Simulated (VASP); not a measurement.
# BaAs (Fm-3m) in VASP: notebook

Runs on BaAs. Level: r2SCAN. Tasks: single point, relaxation of the atoms.

Program: VASP 6.6.1. These are calculated values, not measurements. Logs are shortened: lines on timing, memory, paths and dates and some standing lists are left out, and cuts for length are marked.

### 1 The structure

The structure is cubic, space group Fm-3m (No. 225). The conventional cell has a = 6.238 Å, b = 6.238 Å, c = 6.238 Å, α = 90.00°, β = 90.00°, γ = 90.00°. Ba (site symmetry m-3m) is surrounded by 6 As at 3.12 Å. Around As (site symmetry m-3m) lie 6 Ba at 3.12 Å.

The cell was built by a generator and needn't be a form met in nature.

### 2 Single point, r2SCAN

File POSCAR:

```
BaAs
1.0
    0.0000000000      3.1190260000      3.1190260000
    3.1190260000      0.0000000000      3.1190260000
    3.1190260000      3.1190260000      0.0000000000
Ba As
1 1
Direct
    0.0000000000      0.0000000000      0.0000000000
    0.5000000000      0.5000000000      0.5000000000
```

File INCAR.step1:

```
SYSTEM = BaAs
PREC     = Accurate       ! precision mode
ENCUT    = 520            ! plane-wave cutoff, eV
ISMEAR   = -1             ! smearing method
SIGMA    = 0.1253         ! smearing width, eV
LREAL    = .FALSE.        ! projectors in reciprocal space
LASPH    = .TRUE.         ! aspherical terms in the spheres
NELM     = 80             ! most SCF steps
NBANDS   = 14             ! bands
GGA      = PE             ! functional
ALGO     = Normal         ! electronic algorithm
EDIFF    = 1E-4           ! SCF threshold, eV
LWAVE    = .TRUE.         ! write WAVECAR
LCHARG   = .FALSE.        ! write CHGCAR
```

File INCAR.step2:

```
SYSTEM = BaAs
PREC     = Accurate       ! precision mode
ENCUT    = 520            ! plane-wave cutoff, eV
EDIFF    = 1E-6           ! SCF threshold, eV
ISMEAR   = -1             ! smearing method
SIGMA    = 0.1253         ! smearing width, eV
LREAL    = .FALSE.        ! projectors in reciprocal space
LASPH    = .TRUE.         ! aspherical terms in the spheres
NELM     = 80             ! most SCF steps
ALGO     = Normal         ! electronic algorithm
ISIF     = 2              ! what is computed and relaxed
LWAVE    = .FALSE.        ! write WAVECAR
LCHARG   = .FALSE.        ! write CHGCAR
METAGGA  = R2SCAN         ! meta-GGA
LMIXTAU  = .TRUE.       
NBANDS   = 14             ! bands
ISTART   = 1
```

File KPOINTS:

```
regular mesh
0
G
  9 9 9
  0 0 0
```

Potentials or basis: VASP PAW PBE potentials, release 64 (Ba_sv, As).

Launch:

```bash
$ cat potpaw_PBE.64/Ba_sv/POTCAR potpaw_PBE.64/As/POTCAR > POTCAR
$ cp INCAR.step1 INCAR
$ mpirun -np 1 vasp_std > vasp.out
$ cp INCAR.step2 INCAR
$ mpirun -np 1 vasp_std > vasp.out
```

OUTCAR:

```text
SYSTEM = BaAs
   PREC = Accurate
   ENCUT = 520
   EDIFF = 1E-6
   ISMEAR = -1
   LREAL = .FALSE.
   LASPH = .TRUE.
   NELM = 80
   ISIF = 2
   METAGGA = R2SCAN
   ISTART = 1

 ion  position               nearest neighbor table
   1  0.000  0.000  0.000-   2 3.12   2 3.12   2 3.12   2 3.12   2 3.12   2 3.12
   2  0.500  0.500  0.500-   1 3.12   1 3.12   1 3.12   1 3.12   1 3.12   1 3.12

  LATTYP: Found a face centered cubic cell.
 ALAT       =     6.2380520000

  Lattice vectors:

 A1 = (   0.0000000000,   3.1190260000,   3.1190260000)
 A2 = (   3.1190260000,   0.0000000000,   3.1190260000)
 A3 = (   3.1190260000,   3.1190260000,   0.0000000000)

Analysis of symmetry for initial positions (statically):
=====================================================================
 Subroutine PRICEL returns:
 Original cell was already a primitive cell.

 Routine SETGRP: Setting up the symmetry group for a
 face centered cubic supercell.

 Subroutine GETGRP returns: Found 48 space group operations
 (whereof 48 operations were pure point group operations)
 out of a pool of 48 trial point group operations.

The static configuration has the point symmetry O_h .

Analysis of symmetry for dynamics (positions and initial velocities):
=====================================================================
 Subroutine PRICEL returns:
 Original cell was already a primitive cell.

 Routine SETGRP: Setting up the symmetry group for a
 face centered cubic supercell.

 Subroutine GETGRP returns: Found 48 space group operations
 (whereof 48 operations were pure point group operations)
 out of a pool of 48 trial point group operations.

The dynamic configuration has the point symmetry O_h .

 Subroutine INISYM returns: Found 48 space group operations
 (whereof 48 operations are pure point group operations),
 and found     1 'primitive' translations

----------------------------------------------------------------------------------------

                                     Primitive cell

  volume of cell :      60.6858

  direct lattice vectors                    reciprocal lattice vectors
     0.000000000  3.119026000  3.119026000    -0.160306455  0.160306455  0.160306455
     3.119026000  0.000000000  3.119026000     0.160306455 -0.160306455  0.160306455
     3.119026000  3.119026000  0.000000000     0.160306455  0.160306455 -0.160306455

  length of vectors
     4.410968871  4.410968871  4.410968871     0.277658924  0.277658924  0.277658924

  position of ions in fractional coordinates (direct lattice)
     0.000000000  0.000000000  0.000000000
     0.500000000  0.500000000  0.500000000

  ion indices of the primitive-cell ions
   primitive index   ion index
                 1           1
                 2           2

----------------------------------------------------------------------------------------

 KPOINTS: regular mesh

Automatic generation of k-mesh.
 Grid dimensions read from file:
 generate k-points for:    9    9    9

 Generating k-lattice:

  Cartesian coordinates                     Fractional coordinates (reciprocal lattice)
    -0.017811828  0.017811828  0.017811828     0.111111111  0.000000000  0.000000000
     0.017811828 -0.017811828  0.017811828     0.000000000  0.111111111  0.000000000
     0.017811828  0.017811828 -0.017811828     0.000000000  0.000000000  0.111111111

  Length of vectors
     0.030850992  0.030850992  0.030850992

  Shift w.r.t. Gamma in fractional coordinates (k-lattice)
     0.000000000  0.000000000  0.000000000

 Subroutine IBZKPT returns following result:
 ===========================================

 Found     35 irreducible k-points:

 Following reciprocal coordinates:
            Coordinates               Weight
  0.000000  0.000000  0.000000      1.000000
  0.111111  0.000000  0.000000      8.000000
  0.222222  0.000000  0.000000      8.000000
  0.333333  0.000000  0.000000      8.000000
  0.444444  0.000000  0.000000      8.000000
  0.111111  0.111111  0.000000      6.000000
[... 16 lines left out ...]
 -0.333333  0.333333  0.000000     12.000000
  0.444444  0.444444  0.000000      6.000000
 [... further k-points ...]
   k-points           NKPTS =     35   k-points in BZ     NKDIM =     35   number of bands    NBANDS=     14
   number of dos      NEDOS =    301   number of ions     NIONS =      2
   total plane-waves  NPLWV =  46656
   dimension x,y,z NGX =    36 NGY =   36 NGZ =   36
   dimension x,y,z NGXF=    72 NGYF=   72 NGZF=   72
   ions per type =               1   1
   NGX,Y,Z   is equivalent  to a cutoff of  13.57, 13.57, 13.57 a.u.
   NGXF,Y,Z  is equivalent  to a cutoff of  27.14, 27.14, 27.14 a.u.
 SYSTEM =  BaAs
   PREC   = accura    normal or accurate (medium, high low for compatibility)
   ISTART =      1    job   : 0-new  1-cont  2-samecut
   ICHARG =      0    charge: 1-file 2-atom 10-const
   ISPIN  =      1    spin polarized calculation?
   LNONCOLLINEAR =      F non collinear calculations
   LSORBIT =      F    spin-orbit coupling
   LASPH  =      T    aspherical Exc in radial PAW
   ENCUT  =  520.0 eV  38.22 Ry    6.18 a.u.   8.20  8.20  8.20*2*pi/ulx,y,z
   NELM   =     80;   NELMIN=  2; NELMDL=  0     # of ELM steps
   EDIFF  = 0.1E-05   stopping-criterion for ELM
   LREAL  =      F    real-space projection
   EDIFFG = 0.1E-04   stopping-criterion for IOM
   NSW    =      0    number of steps for IOM
   IBRION =     -1    ionic relax: 0-MD 1-quasi-New 2-CG
   NFREE  =      0    steps in history (QN), initial steepest desc. (CG)
   ISIF   =      2    stress and relaxation
   ISYM   =      2    0-nonsym 1-usesym 2-fastsym
   POTIM  = 0.5000    time-step for ionic-motion
   TEBEG  =    0.0;   TEEND  =   0.0 temperature during run
   PSTRESS=    0.0 pullay stress
   NELECT =      15.0000    total number of electrons
   NUPDOWN=      -1.0000    fix difference up-down
   EMIN   =  10.00;   EMAX   =-10.00  energy-range for DOS
   EFERMI =   0.00;   METHOD = LEGACY
   ISMEAR =    -1;   SIGMA  =   0.13  broadening in eV -4-tet -1-fermi 0-gaus
   EFERMI_NEDOS =   21; number of points for ismear=-14 and -15
   IALGO  =     38    algorithm
   IMIX   =      4    mixing-type and parameters
     AMIX     =   0.40;   BMIX     =  1.00
     AMIX_MAG =   1.60;   BMIX_MAG =  1.00
  volume/ion in A,a.u.               =      30.34       204.76
  Fermi-wavevector in a.u.,A,eV,Ry     =   1.027408  1.941520 14.361862  1.055567
  Thomas-Fermi vector in A             =   2.161351
   LORBIT       =      0    0 simple, 1 ext, 2 COOP (PROOUT), +10 PAW based schemes
   METAGGA = R2SCAN    functional components
   LHFCALC =     F    Hartree Fock is set to
   AEXX    =    0.0000 exact exchange contribution
   IVDW    =     0    specifies the selected vdW correction
   LEPSILON=     F    determine dielectric tensor
   LRPA    =     F    only Hartree local field effects (RPA)
 non-spin polarized calculation
  energy-cutoff  :      520.00
  volume of cell :       60.69
 maximum number of plane-waves:      1645
 NGX is ok and might be reduce to    36
   NGX = 17   NGY = 17   NGZ = 17

 number of electron      14.9999999 magnetization

 Free energy of the ion-electron system (eV)
  ---------------------------------------------------
  ext. energy  EPLUGINS =         0.00000000
  ---------------------------------------------------
  free energy    TOTEN  =       -42.53779983 eV

  energy without entropy =      -42.40367360  energy(sigma->0) =      -42.47073672

 E-fermi :   2.4092     XC(G=0):  -9.7060

 val. band max:        2.3618640893   @ k =  -0.2222   0.1111   0.0000
 cond. band min:       2.4632922331   @ k =   0.3333   0.2222   0.0000
 fundamental gap:      0.1014281438
 Fermi energy:         2.4092249531

 k-point     1 :       0.0000    0.0000    0.0000
  band No.  band energies     occupation
      1     -24.7337      2.00000
      2      -9.4302      2.00000
      3      -9.4302      2.00000
      4      -9.4302      2.00000
      5      -7.4518      2.00000
      6       3.2264      0.00294
      7       3.2264      0.00294
      8       3.2264      0.00294
      9       5.8120      0.00000
     10       5.8120      0.00000
     11       5.8120      0.00000
     12       6.9433      0.00000
     13       6.9433      0.00000
     14       7.3776      0.00000

 k-point     2 :       0.1111    0.0000    0.0000
  band No.  band energies     occupation
      1     -24.7250      2.00000
      2      -9.6790      2.00000
      3      -9.4347      2.00000
      4      -9.4347      2.00000
      5      -7.1556      2.00000
      6       2.6293      0.29444
      7       2.8507      0.05733
      8       2.8507      0.05733
      9       5.9335      0.00000
     10       6.0498      0.00000
     11       6.0498      0.00000
     12       7.5539      0.00000
     13       7.5539      0.00000
     14       8.0049      0.00000

 k-point     3 :       0.2222    0.0000    0.0000
  band No.  band energies     occupation
      1     -24.7027      2.00000
      2     -10.1406      2.00000
      3      -9.4459      2.00000
      4      -9.4459      2.00000
      5      -6.5640      2.00000
      6       1.5652      1.99763
      7       2.1774      1.72821
      8       2.1774      1.72821
      9       6.1950      0.00000
     10       6.6777      0.00000
     11       6.6777      0.00000
     12       8.9854      0.00000
     13       8.9854      0.00000
     14       9.3263      0.00000
[... 324 lines left out ...]
 k-point    23 :      -0.3333    0.3333    0.0000
  band No.  band energies     occupation
      1     -24.6403      2.00000
      2     -10.3244      2.00000
      3      -9.9352      2.00000
      4      -9.5671      2.00000
      5      -6.3531      2.00000
      6       1.0464      1.99996
      7       1.7711      1.98779
      8       2.1687      1.74413
      9       6.3530      0.00000
     10       8.3562      0.00000
     11       8.5986      0.00000
     12       9.4751      0.00000
     13      11.4147      0.00000
     14      12.1309      0.00000

 k-point    24 :       0.4444    0.4444    0.0000
  band No.  band energies     occupation
      1     -24.6380      2.00000
      2     -10.1438      2.00000
      3      -9.6996      2.00000
      4      -9.6996      2.00000
      5      -7.2009      2.00000
      6       2.1158      1.82462
      7       2.9646      0.02349
      8       2.9646      0.02349
      9       3.8019      0.00003
     10       8.2447      0.00000
     11       9.6214      0.00000
     12      10.0924      0.00000
     13      10.0924      0.00000
     14      10.9155      0.00000

 [... further k-points ...]

------------------------ aborting loop because EDIFF is reached ----------------------------------------

  FORCE on cell =-STRESS in cart. coord.  units (eV):
  Direction    XX          YY          ZZ          XY          YZ          ZX
  --------------------------------------------------------------------------------------
  -------------------------------------------------------------------------------------
  Total        4.4976210      4.4976210      4.4976210     -0.0000000     -0.0000000     -0.0000000
  in kB      118.7425747    118.7425747    118.7425747     -0.0000000     -0.0000000     -0.0000000
  external PRESSURE =     118.7425747 kB  Pullay stress =       0.0000000 kB

 VOLUME and BASIS-vectors are now :
 -----------------------------------------------------------------------------
  energy-cutoff  :      520.00
  volume of cell :       60.69
      direct lattice vectors                 reciprocal lattice vectors
     0.000000000  3.119026000  3.119026000    -0.160306455  0.160306455  0.160306455
     3.119026000  0.000000000  3.119026000     0.160306455 -0.160306455  0.160306455
     3.119026000  3.119026000  0.000000000     0.160306455  0.160306455 -0.160306455

 POSITION                                       TOTAL-FORCE (eV/Angst)
 -----------------------------------------------------------------------------------
      0.00000      0.00000      0.00000         0.000000      0.000000     -0.000000
      3.11903      3.11903      3.11903        -0.000000     -0.000000      0.000000
 -----------------------------------------------------------------------------------
    total drift:                                0.000000      0.000000      0.000000

  FREE ENERGIE OF THE ION-ELECTRON SYSTEM (eV)
  ---------------------------------------------------
  free  energy   TOTEN  =       -42.5377998299 eV

  energy  without entropy=      -42.4036736041  energy(sigma->0) =      -42.47073672
```

It took 5.3 min on 1 thread of AMD EPYC, shared host; peak memory 0.2 GiB.

Results:

```
Free energy            : -42.5378 eV
Pressure               : 11.9 GPa
Band gap on the k mesh : none (metal or under the smearing width)
```

Caveat: the PAW data sets were made with another functional, which shifts forces and pressure a little.

### 3 Relaxation of the atoms, r2SCAN

POSCAR is that of step 2.

File INCAR.step1:

```
SYSTEM = BaAs
PREC = Accurate ; ENCUT = 520
ISMEAR = -1 ; SIGMA = 0.1253
LREAL = .False. ; LASPH = .True.
NELM = 80 ; GGA = PE
ALGO = Normal ; EDIFF = 1E-4
LWAVE = .True. ; LCHARG = .False.
```

File INCAR.step2:

```
SYSTEM = BaAs
PREC = Accurate ; ENCUT = 520
EDIFF = 1E-6 ; ISMEAR = -1
SIGMA = 0.1253 ; LREAL = .False.
LASPH = .True. ; NELM = 80
ALGO = Normal ; ISIF = 2
LWAVE = .False. ; LCHARG = .False.
METAGGA = R2SCAN ; LMIXTAU = .True.
IBRION = 2 ; NSW = 100
EDIFFG = -0.03 ; ISTART = 1
```

File KPOINTS:

```
Automatic mesh
0
Gamma
  9 9 9
  0 0 0
```

Potentials or basis: VASP PAW PBE potentials, release 64 (Ba_sv, As).

Launch:

```bash
$ cat potpaw_PBE.64/Ba_sv/POTCAR potpaw_PBE.64/As/POTCAR > POTCAR
$ cp INCAR.step1 INCAR
$ mpirun -np 1 vasp_std > vasp.out
$ cp INCAR.step2 INCAR
$ mpirun -np 1 vasp_std > vasp.out
```

Wall time 3.4 min (1 thread of AMD EPYC, shared host); peak memory 0.19 GiB.

The run converged. Its results:

```
Free energy             : -42.5378 eV
Pressure after relaxing : 11.9 GPa
Band gap on the k mesh  : none (metal or under the smearing width)
```

Final structure:
```cif
data_structure
_symmetry_space_group_name_H-M 'P 1'
_symmetry_Int_Tables_number 1
_cell_length_a 4.4110
_cell_length_b 4.4110
_cell_length_c 4.4110
_cell_angle_alpha 60.000
_cell_angle_beta 60.000
_cell_angle_gamma 60.000
_cell_volume 60.69
loop_
_atom_site_label
_atom_site_type_symbol
_atom_site_fract_x
_atom_site_fract_y
_atom_site_fract_z
_atom_site_occupancy
Ba1 Ba 0.00000 0.00000 0.00000 1
As1 As 0.50000 0.50000 0.50000 1
```

Levels at points of the mesh, in eV from the Fermi level:
```csv
k point,band 4,band 5,band 6,band 7,band 8,band 9,band 10,band 11
"(0.00, 0.00, 0.00)",-11.84,-9.86,0.82,0.82,0.82,3.40,3.40,3.40
```

Caveat: the relaxation stopped at its first step, so nothing moved; the PAW data sets were made with another functional, which shifts forces and pressure a little.
